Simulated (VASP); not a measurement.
**SrO: structure and properties in VASP**

Wanted: the relaxed cell of SrO and its properties. The steps: relaxing cell and atoms (LDA), second relaxation, density, ELF and potential (LDA), band structure (LDA), total and projected DOS (LDA), dielectric tensor and Born charges (LDA) and electric field gradients (LDA). The start is a cell from a database of measured crystal structures.

Program: VASP 6.6.1. Level of theory: LDA; plane waves and PAW (Sr_sv, O). Results are calculated unless marked as measured.

Report form: the programs' logs are mostly left out.

The database entry behind the starting cell differs from later determinations by our own check (about 0.5 % short), so it need not match the best structure at ambient conditions.

**1. The structure**

Before any relaxation, the start is as follows. The structure is cubic, space group Fm-3m (No. 225). Conventional cell: a = 5.133 Å, b = 5.133 Å, c = 5.133 Å, α = 90.00°, β = 90.00°, γ = 90.00°. Nearest to Sr lie 6 O at 2.57 Å. Nearest to O lie 6 Sr at 2.57 Å. Farther neighbours and most contacts between anions are not listed.

As a file:

```cif
data_structure
_symmetry_space_group_name_H-M 'P 1'
_symmetry_Int_Tables_number 1
_cell_length_a 3.6293
_cell_length_b 3.6293
_cell_length_c 3.6293
_cell_angle_alpha 60.000
_cell_angle_beta 60.000
_cell_angle_gamma 60.000
_cell_volume 33.80
loop_
_atom_site_label
_atom_site_type_symbol
_atom_site_fract_x
_atom_site_fract_y
_atom_site_fract_z
_atom_site_occupancy
Sr1 Sr 0.50000 0.50000 0.50000 1
O2 O 0.00000 0.00000 0.00000 1
```

**2. Relaxing cell and atoms (LDA)**

The start need not lie at this functional's minimum. ISIF = 3 frees volume, shape and positions, and EDIFFG sets the threshold on forces and stress at which the search stops. LDA, the lowest rung, knows the local density alone.

The input, INCAR:

```
SYSTEM = SrO
PREC = Accurate
ENCUT = 520
EDIFF = 1E-06
NELM = 100
ISMEAR = 0
SIGMA = 0.05
LREAL = .FALSE.
ALGO = Normal
GGA = CA
NBANDS = 14
LORBIT = 11
LWAVE = .FALSE.
LCHARG = .FALSE.
KPAR = 2
IBRION = 2
NSW = 60
ISIF = 3
EDIFFG = -0.01
```

The input, POSCAR:

```
SrO
1.0
    0.0000000000      2.5663000000      2.5663000000
    2.5663000000      0.0000000000      2.5663000000
    2.5663000000      2.5663000000      0.0000000000
Sr O
1 1
Direct
    0.5000000000      0.5000000000      0.5000000000
    0.0000000000      0.0000000000      0.0000000000
```

The input, KPOINTS:

```
Automatic mesh
0
Gamma
9 9 9
0 0 0
```

The projector-augmented-wave data sets are Sr_sv and O (LDA family, release 64).

On the command line:

```console
$ mpirun -np 2 vasp_std
```

Wall time 19 s (2 MPI ranks of AMD EPYC 7R43, shared host); peak memory 0.25 GiB.

The gap is read on the k-mesh alone, so it is an upper bound where the band edges lie off the mesh. The run keeps the 48 symmetry operations of its start, so it cannot find a distortion of lower symmetry.

The steps of the relaxation:

| step | energy less that of the first step (eV) | largest force (eV/Å) | pressure (GPa) | volume (Å³) |
| --- | --- | --- | --- | --- |
| 1 | 0.0000 | 0.0000 | -3.13 | 33.80 |
| 2 | -0.0080 | 0.0000 | 1.74 | 32.21 |
| 3 | -0.0107 | 0.0000 | -0.01 | 32.73 |

| conventional cell, symmetrised | before | after | change |
| --- | --- | --- | --- |
| a (Å) | 5.133 | 5.078 | -1.1 % |
| b (Å) | 5.133 | 5.078 | -1.1 % |
| c (Å) | 5.133 | 5.078 | -1.1 % |
| volume (Å³/atom) | 16.90 | 16.37 | -3.2 % |

Final coordinates:

```cif
data_structure
_symmetry_space_group_name_H-M 'P 1'
_symmetry_Int_Tables_number 1
_cell_length_a 3.5906
_cell_length_b 3.5906
_cell_length_c 3.5906
_cell_angle_alpha 60.000
_cell_angle_beta 60.000
_cell_angle_gamma 60.000
_cell_volume 32.73
loop_
_atom_site_label
_atom_site_type_symbol
_atom_site_fract_x
_atom_site_fract_y
_atom_site_fract_z
_atom_site_occupancy
Sr1 Sr 0.50000 0.50000 0.50000 1
O2 O 0.00000 0.00000 0.00000 1
```

This step gave:

| Property | Result |
| --- | --- |
| electrons | 16 |
| bands | 14 |
| irreducible k-points | 35 |
| symmetry operations | 48 |
| free energy (TOTEN) | -13.39 eV |
| Fermi energy | 1.732 eV |
| pressure | -0.009077 GPa |
| metallic | no |
| valence top at k | 0, 0, 0 |
| conduction bottom at k | 0.4444, 0.4444, 0 |
| least direct gap at k | 0.4444, 0.4444, 0 |
| SCF cycles over all ionic steps | 30 |
| gap on the k-mesh | 3.128 eV |
| least direct gap on the k-mesh | 3.193 eV |

It ends with forces that vanish by symmetry and a pressure of -0.01 GPa. The volume lies -3.2 % from that of the database's start, which holds the thermal and zero-point expansion of its experiment. LDA is known to overbind.

**3. Second relaxation**

The basis stayed that of the start cell while the cell moved. A rerun from the cell reached resets it; the error of the finite cutoff stays.

INCAR is that of step 2.

The input, POSCAR:

```
SrO
1.0
    0.0000000000      2.5389439424      2.5389439424
    2.5389439424      0.0000000000      2.5389439424
    2.5389439424      2.5389439424      0.0000000000
Sr O
1 1
Direct
    0.5000000000      0.5000000000      0.5000000000
    0.0000000000      0.0000000000      0.0000000000
```

KPOINTS is that of step 2.

On the command line:

```console
$ mpirun -np 2 vasp_std
```

Wall time 8.4 s (2 MPI ranks); peak memory 0.23 GiB; 16 s of CPU time.

Little changed from the start: no atom moved by 0.005 Å and no cell edge by 0.1 %.

This step gave:

```
pressure                        : -0.01352 GPa
SCF cycles over all ionic steps : 13
```

It ends with forces that vanish by symmetry and a pressure of -0.01 GPa. The volume moved by under 0.01 %: the run met its threshold at the first step.

**4. Density, ELF and potential (LDA)**

The relaxed cell gets a fresh self-consistent run, on a basis set for its own volume, to fix the density and to check the remaining stress.

INCAR, as its differences from that of step 3:

```diff
@@ -13,7 +13,5 @@
 LWAVE = .FALSE.
-LCHARG = .FALSE.
-KPAR = 2
-IBRION = 2
-NSW = 60
-ISIF = 3
-EDIFFG = -0.01
+LCHARG = .TRUE.
+ISIF = 2
+LELF = .TRUE.
+LVHAR = .TRUE.
```

POSCAR is that of step 3.

KPOINTS is that of step 3.

On the command line:

```console
$ mpirun -np 2 vasp_std
```

Wall time 9.4 s (2 MPI ranks); peak memory 0.19 GiB; 18 s of CPU time.

This step gave:

```yaml
scf_cycles: 13
```

Valence electrons inside each PAW sphere by angular momentum. Sphere charges, by row:

| atom | s (e) | p (e) | d (e) | tot (e) |
| --- | --- | --- | --- | --- |
| Sr1 | 2.02 | 5.816 | 0.281 | 8.116 |
| O2 | 1.542 | 3.413 | 0 | 4.956 |

ELF in the ac plane of the conventional cell at fractional y = 0.000, with atoms of Sr and O within 0.2 Å of it. It is the smooth field of the valence electrons, not physical close to the nuclei.

Ten even steps from '0' (0.04) to '9' (0.80), each cell a mean:
```
89725987982498
99613899961389
54200356410134
21000122100012
87302678740168
99714999971499
69825986982697
79824988972598
99613899961389
64101345420035
21000122100012
87401688730267
99714999971499
69826976982598
```
Columns run along a (5.1 Å), rows up along c (5.1 Å), edges of the conventional cell, whose origin can differ from the input's. Atoms in or near the plane, at fractional coordinates: Sr at (0.50, 0.00), Sr at (0.00, 0.50), O at (0.00, 0.00), O at (0.50, 0.50).

Valence density in the ac plane of the conventional cell at fractional y = 0.000, with atoms of Sr and O within 0.2 Å of it. It is the smooth field of the valence electrons, not physical close to the nuclei.

Ten even steps from '_' (0.1 e/Å³) to '@' (7.0 e/Å³), each cell a mean:
```
##--______::====--..____..**
::..______..::::..________..
____________________________
____________________________
....______________________..
--::..____..--==::______..--
==--..____::##@@==______::==
==--..____..**##--______::==
::..________..::..______..::
____________________________
____________________________
____________......__________
==::______..----::..____..--
@@==______::====--..____::##
```
Columns run along a (5.1 Å), rows up along c (5.1 Å), edges of the conventional cell, whose origin can differ from the input's. Atoms in or near the plane, at fractional coordinates: Sr at (0.50, 0.00), Sr at (0.00, 0.50), O at (0.00, 0.00), O at (0.50, 0.50).

Electrostatic potential energy in the ac plane of the conventional cell at fractional y = 0.000, with atoms of Sr and O within 0.2 Å of it. With pseudopotentials it is smooth inside the atoms' cores, unlike the true potential.

Ten even steps from '0' (-49 eV) to '9' (4 eV), each cell a mean:
```
04997654578971
69998766679997
99999877889999
89999999999998
77899999999877
56799943799865
45789600399764
45789710499765
66799976999876
78899999999987
99999988999999
99998777789999
37998655679994
03997644578960
```
Columns run along a (5.1 Å; values clipped at the 3rd and 97th percentile), rows up along c (5.1 Å), edges of the conventional cell, whose origin can differ from the input's. Atoms in or near the plane, at fractional coordinates: Sr at (0.50, 0.00), Sr at (0.00, 0.50), O at (0.00, 0.00), O at (0.50, 0.50).

In this run the pressure is -0.01 GPa, small enough to go on.

**5. Band structure (LDA)**

Levels along the symmetry lines show where the bands peak and cross; KPOINTS_OPT computes them in the converged potential.

The input, INCAR:

```
SYSTEM = SrO
PREC = Accurate
ENCUT = 520
EDIFF = 1E-06
NELM = 100
ISMEAR = 0
SIGMA = 0.05
LREAL = .FALSE.
ALGO = Normal
GGA = CA
NBANDS = 20
LORBIT = 11
LWAVE = .FALSE.
LCHARG = .FALSE.
KPAR = 2
```

POSCAR is that of step 4.

KPOINTS is that of step 4.

The input, KPOINTS_OPT:

```
Line mode
16
Line-mode
Reciprocal
  0.00000000   0.00000000   0.00000000 GAMMA
  0.50000000   0.00000000   0.50000000 X

  0.50000000   0.00000000   0.50000000 X
  0.50000000   0.25000000   0.75000000 W

  0.50000000   0.25000000   0.75000000 W
  0.37500000   0.37500000   0.75000000 K

  0.37500000   0.37500000   0.75000000 K
  0.00000000   0.00000000   0.00000000 GAMMA

  0.00000000   0.00000000   0.00000000 GAMMA
  0.50000000   0.50000000   0.50000000 L

  0.50000000   0.50000000   0.50000000 L
  0.62500000   0.25000000   0.62500000 U

  0.62500000   0.25000000   0.62500000 U
  0.50000000   0.25000000   0.75000000 W

  0.50000000   0.25000000   0.75000000 W
  0.50000000   0.50000000   0.50000000 L

  0.50000000   0.50000000   0.50000000 L
  0.37500000   0.37500000   0.75000000 K

  0.62500000   0.25000000   0.62500000 U
  0.50000000   0.00000000   0.50000000 X
```

On the command line:

```console
$ mpirun -np 2 vasp_std
```

The job ended after 36 s (2 MPI ranks; peak memory 0.28 GiB; 71 s of CPU time).

This step gave:

```
bands                             : 20
Fermi energy                      : 1.856 eV
pressure                          : -0.01123 GPa
least gap on mesh and path        : 3.068 eV
least direct gap on mesh and path : 3.123 eV
conduction bottom at k            : 0.5, 0, 0.5
least direct gap at k             : 0.5, 0, 0.5
```

Electronic bands along the path, in eV, zero at the valence-band top; v1 is the highest filled band, c1 the lowest empty one:

| point | v3 | v2 | v1 | c1 | c2 | c3 | c4 |
| --- | --- | --- | --- | --- | --- | --- | --- |
| Γ | 0.00 | 0.00 | 0.00 | 4.07 | 6.18 | 6.18 | 6.18 |
| 0.47 of the way | -1.41 | -0.14 | -0.14 | 4.39 | 5.93 | 8.35 | 8.35 |
| X | -0.35 | -0.06 | -0.06 | 3.07 | 8.05 | 10.44 | 10.51 |
| 0.47 of the way | -0.60 | -0.39 | -0.22 | 3.84 | 8.50 | 8.65 | 10.93 |
| W | -1.21 | -0.40 | -0.40 | 5.99 | 5.99 | 8.90 | 11.47 |
| 0.47 of the way | -1.13 | -0.47 | -0.42 | 5.08 | 7.14 | 8.94 | 11.07 |
| K | -1.00 | -0.60 | -0.42 | 4.69 | 7.99 | 9.03 | 10.41 |
| 0.53 of the way | -1.55 | -0.93 | -0.29 | 5.72 | 6.43 | 7.29 | 8.34 |
| Γ | 0.00 | 0.00 | 0.00 | 4.07 | 6.18 | 6.18 | 6.18 |
| 0.47 of the way | -1.25 | -0.62 | -0.62 | 5.95 | 6.14 | 7.25 | 7.25 |
| L | -2.32 | -1.24 | -1.24 | 6.61 | 8.57 | 9.02 | 9.02 |
| 0.53 of the way | -1.72 | -1.00 | -0.84 | 6.17 | 7.24 | 9.44 | 9.67 |
| U | -1.00 | -0.60 | -0.42 | 4.69 | 7.99 | 9.03 | 10.41 |
| 0.53 of the way | -1.13 | -0.47 | -0.42 | 5.08 | 7.14 | 8.94 | 11.07 |
| W | -1.21 | -0.40 | -0.40 | 5.99 | 5.99 | 8.90 | 11.47 |
| 0.47 of the way | -1.61 | -0.87 | -0.77 | 6.35 | 6.65 | 9.53 | 9.81 |
| L | -2.32 | -1.24 | -1.24 | 6.61 | 8.57 | 9.02 | 9.02 |
| 0.53 of the way | -1.72 | -1.00 | -0.84 | 6.17 | 7.24 | 9.44 | 9.67 |
| K | -1.00 | -0.60 | -0.42 | 4.69 | 7.99 | 9.03 | 10.41 |
| jump to U | -1.00 | -0.60 | -0.42 | 4.69 | 7.99 | 9.03 | 10.41 |
| 0.53 of the way | -0.37 | -0.33 | -0.20 | 3.47 | 8.34 | 9.42 | 10.68 |
| X | -0.35 | -0.06 | -0.06 | 3.07 | 8.05 | 10.44 | 10.51 |

Of the projections kept (Sr, O), the largest for each band there; the rest of the weight can lie on other orbitals:

| point | v3 | v2 | v1 | c1 | c2 | c3 | c4 |
| --- | --- | --- | --- | --- | --- | --- | --- |
| Γ | O 0.97 | O 0.97 | O 0.97 | Sr 0.61 | Sr 1.00 | Sr 1.00 | Sr 1.00 |
| X | O 0.82 | O 0.92 | O 0.92 | Sr 1.00 | Sr 0.81 | Sr 1.00 | O 0.53 |
| W | O 0.89 | O 0.83 | O 0.83 | Sr 0.77 | Sr 0.77 | Sr 0.86 | Sr 1.00 |
| K | O 0.85 | O 0.88 | O 0.82 | Sr 0.81 | Sr 0.71 | Sr 0.81 | Sr 1.00 |
| Γ | O 0.97 | O 0.97 | O 0.97 | Sr 0.61 | Sr 1.00 | Sr 1.00 | Sr 1.00 |
| L | O 0.80 | O 0.85 | O 0.85 | Sr 0.50 | Sr 0.89 | Sr 0.85 | Sr 0.85 |

The path lowers the gap by 0.06 eV against the mesh alone, so a band edge lies off the mesh.

On this path the gap is indirect, 3.07 eV, with the valence top at Γ and the conduction bottom at X. The least direct gap is 3.12 eV.

**6. Total and projected DOS (LDA)**

A density of states needs more k-points than a total energy; ISMEAR = -5 takes tetrahedra, and LORBIT projects the states on the PAW spheres. The mesh is finer than in the run before.

INCAR, as its differences from that of step 5:

```diff
@@ -5,3 +5,3 @@
 NELM = 100
-ISMEAR = 0
+ISMEAR = -5
 SIGMA = 0.05
@@ -15 +15,2 @@
 KPAR = 2
+NEDOS = 2001
```

POSCAR is that of step 5.

The input, KPOINTS:

```
Automatic mesh
0
Gamma
13 13 13
0 0 0
```

On the command line:

```console
$ mpirun -np 2 vasp_std
```

The job ended after 23 s (2 MPI ranks; peak memory 0.28 GiB; 44 s of CPU time).

This step gave:

| Item | Value |
| --- | --- |
| SCF cycles | 12 |
| irreducible k-points | 84 |
| Fermi energy | 1.556 eV |
| pressure | 0.01990 GPa |
| conduction bottom at k | 0.4615, 0.4615, 0 |
| least direct gap at k | 0.4615, 0.4615, 0 |
| gap on the k-mesh | 3.097 eV |
| least direct gap on the k-mesh | 3.157 eV |

The density of states has structure finer than the step of the table below, so its rows give means over 1 eV, whole bins alone (the curve runs from -12.0 to 11.0 eV). Peaks (eV: height): total -0.4: 6.57, 7.4: 1.84, 9.1: 3.49; O p -0.4: 3.87; Sr d -1.1: 0.288, 9.1: 1.91; Sr p -0.4: 0.417, 7.4: 0.104, 9.2: 0.0925; Sr s -1.7: 0.0702, 7.1: 0.0649, 9.1: 0.0247.

States under -12.0 eV and over 11.0 eV are left out. The density of states by energy, zero at the valence-band top; means over each step; values in states/eV/cell:

| energy (eV) | total | O p | Sr d | Sr p | Sr s | O s |
| --- | --- | --- | --- | --- | --- | --- |
| -3 | 0 | 0 | 0 | 0 | 0 | 0 |
| -2 | 0.874 | 0.418 | 0.0395 | 0.0126 | 0.0336 | 0.00115 |
| -1 | 3.50 | 1.98 | 0.184 | 0.111 | 0.0254 | 0.00333 |
| 0 | 1.62 | 0.992 | 0.0387 | 0.0817 | 0.00106 | 5.6e-4 |
| 1 | 0 | 0 | 0 | 0 | 0 | 0 |
| 2 | 0 | 0 | 0 | 0 | 0 | 0 |
| 3 | 0.0440 | 8.9e-4 | 0.0169 | 2.4e-5 | 0 | 0 |
| 4 | 0.322 | 0.0145 | 0.119 | 0.00115 | 0.00141 | 9.2e-4 |
| 5 | 0.694 | 0.0520 | 0.238 | 0.00735 | 0.0115 | 0.00732 |
| 6 | 1.21 | 0.158 | 0.378 | 0.0238 | 0.0287 | 0.0171 |
| 7 | 1.48 | 0.174 | 0.430 | 0.0717 | 0.0509 | 0.0348 |
| 8 | 1.04 | 0.0695 | 0.442 | 0.0387 | 0.0187 | 0.0245 |
| 9 | 2.24 | 0.129 | 1.24 | 0.0549 | 0.0127 | 0.0655 |
| 10 | 1.30 | 0.0820 | 0.796 | 0.0292 | 0.00178 | 0.00912 |

The gap on this mesh is 3.10 eV. In the top eV of the valence band the largest shares in the PAW spheres are O p 59 %; in the lowest eV of the conduction band, Sr d 38 %. The rest lies in smaller channels or between the spheres.

**7. Dielectric tensor and Born charges (LDA)**

The response to a static field gives the electronic dielectric tensor and the Born charges. It needs tightly converged orbitals, hence the small EDIFF.

The input, INCAR:

```
SYSTEM = SrO
PREC = Accurate
ENCUT = 520
EDIFF = 1E-08
NELM = 100
ISMEAR = 0
SIGMA = 0.01
LREAL = .FALSE.
ALGO = Normal
GGA = CA
NBANDS = 14
LORBIT = 11
LWAVE = .FALSE.
LCHARG = .FALSE.
KPAR = 2
LEPSILON = .TRUE.
```

POSCAR is that of step 6.

The input, KPOINTS:

```
Automatic mesh
0
Gamma
11 11 11
0 0 0
```

On the command line:

```console
$ mpirun -np 2 vasp_std
```

It took 4.3 min on 2 MPI ranks; peak memory 0.51 GiB; 8.5 min of CPU time.

Energies printed during the response cycles are not total energies of the cell.

This step gave:

```
bands                          : 14
irreducible k-points           : 56
Fermi energy                   : 1.683 eV
pressure                       : -0.006784 GPa
conduction bottom at k         : 0.4545, 0.4545, 0
least direct gap at k          : 0.4545, 0.4545, 0
gap on the k-mesh              : 3.108 eV
least direct gap on the k-mesh : 3.170 eV
```

Electronic dielectric tensor with local fields:

```
3.90 0.00 0.00
0.00 3.90 0.00
0.00 0.00 3.90
```

Born effective charge (e), principal values of the symmetric part by kind of site:

| atom | atoms with these values | low | middle | high | mean |
| --- | --- | --- | --- | --- | --- |
| Sr1 | 1 | 2.48 | 2.48 | 2.48 | 2.48 |
| O2 | 1 | -2.48 | -2.48 | -2.48 | -2.48 |

In full for Sr1:

```
2.48 0.00 0.00
0.00 2.48 0.00
0.00 0.00 2.48
```

The Born charges sum to zero; the printed set may have that rule imposed, so this is no test. The mean Born charge of O, -2.48 e, exceeds its nominal -2, the mark of charge that flows along bonds as atoms move.

**8. Electric field gradients (LDA)**

Field gradients probe how far the charge around each nucleus departs from cubic symmetry; LASPH keeps the non-spherical terms inside the spheres.

The input, INCAR:

```
SYSTEM = SrO
PREC = Accurate
ENCUT = 520
EDIFF = 1E-07
NELM = 100
ISMEAR = 0
SIGMA = 0.05
LREAL = .FALSE.
ALGO = Normal
GGA = CA
NBANDS = 14
LORBIT = 11
LWAVE = .FALSE.
LCHARG = .FALSE.
KPAR = 2
LEFG = .TRUE.
LASPH = .TRUE.
```

POSCAR is that of step 7.

The input, KPOINTS:

```
Automatic mesh
0
Gamma
9 9 9
0 0 0
```

On the command line:

```console
$ mpirun -np 2 vasp_std
```

It took 8.8 s on 2 MPI ranks; peak memory 0.24 GiB.

Numbers from this step:

| Quantity | Value |
| --- | --- |
| SCF cycles | 14 |
| irreducible k-points | 35 |
| Fermi energy | 1.732 eV |
| pressure | -0.007258 GPa |
| conduction bottom at k | 0.4444, 0.4444, 0 |
| least direct gap at k | 0.4444, 0.4444, 0 |
| gap on the k-mesh | 3.128 eV |
| least direct gap on the k-mesh | 3.193 eV |

Electric field gradients, by row:

| atom | Vxx (V/Å²) | Vyy (V/Å²) | Vzz (V/Å²) | asymmetry |
| --- | --- | --- | --- | --- |
| Sr1 | 0 | 0 | 0 | - |
| O2 | 0.002 | 0.002 | -0.003 | - |

All gradients vanish within the noise.

The run ends at a pressure of -0.01 GPa.

**9. Results**

```json
{
 "relaxed volume": "16.37 Å³/atom",
 "relaxed conventional cell a, b, c": "5.078, 5.078, 5.078 Å",
 "space group after relaxing, within 0.02 Å": "Fm-3m (No. 225)",
 "band gap": "3.07 eV, indirect (least direct gap of that run 3.12 eV)",
 "gap among the points of the DOS mesh alone, an upper bound": "3.10 eV",
 "electronic dielectric constant, mean": "3.90",
 "largest field gradient Vzz": "zero within the noise on all sites"
}
```

With LDA, SrO relaxes to 16.37 Å³/atom in space group Fm-3m (held by the symmetry of the run) and has an indirect gap of 3.07 eV. Against the listed cell the volume lies -3.2 %. Band structure (LDA): On this path the gap is indirect, 3.07 eV, with the valence top at Γ and the conduction bottom at X. The least direct gap is 3.12 eV. Dielectric tensor and Born charges (LDA): The electronic dielectric tensor with local fields is isotropic, 3.90. Dielectric tensor and Born charges (LDA): Mean Born effective charge: Sr1 2.48, O2 -2.48 e. Semilocal functionals usually underestimate gaps. Spin-orbit coupling is left out; it would split some degenerate bands. No search among competing phases was made, and a listed structure need not be the one stable at ambient conditions. All values are for a static lattice at zero temperature.

[Lines on the potential files, build, host, timing and source positions are cut from VASP's logs without a mark.]

[Logs are printed without paths, hosts, clocks, repeated set-up lines and the standing remarks that a program may print on its own settings, such as how far it seeks lower states.]

[Hosts, paths, dates, database ids (printed as entryN), source tags and the programs' standing remarks are cut or masked in the printed files.]

[A measured line is paired with the nearest computed mode of its activity, which favours agreement.]
